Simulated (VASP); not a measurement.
Data:

```xyz
5
Lattice="6.0114 0.0000 0.0000 0.0000 6.0114 0.0000 0.0000 0.0000 6.0114" Properties=species:S:1:pos:R:3 pbc="T T T"
Cs     0.0000     0.0000     0.0000
Pb     3.0057     3.0057     3.0057
Br     3.0057     0.0000     3.0057
Br     0.0000     3.0057     3.0057
Br     3.0057     3.0057     0.0000
```

These are PBE GGA, VASP's PBE PAW potentials (set 64) (plane waves; VASP) values and carry that method's errors. Settings: 520 eV cut-off, 4×4×4 Γ-centred mesh, Gaussian smearing of 0.050 eV, potentials Cs_sv Pb_d Br.

Give the energy at these volumes per atom, relative to the lowest: 40.66, 41.96, 43.26, 44.56, 45.86 Å³.

11.7, 3.1, 0.0, 1.5, 6.9 meV/atom. A third-order Birch-Murnaghan fit gives B0 = 18.6 GPa and B0′ = 4.8.

The compound is CsPbBr3 in the cubic perovskite structure, the ideal cubic form; the compound distorts at low or room temperature. It was relaxed first, which changed the volume by +7 %.
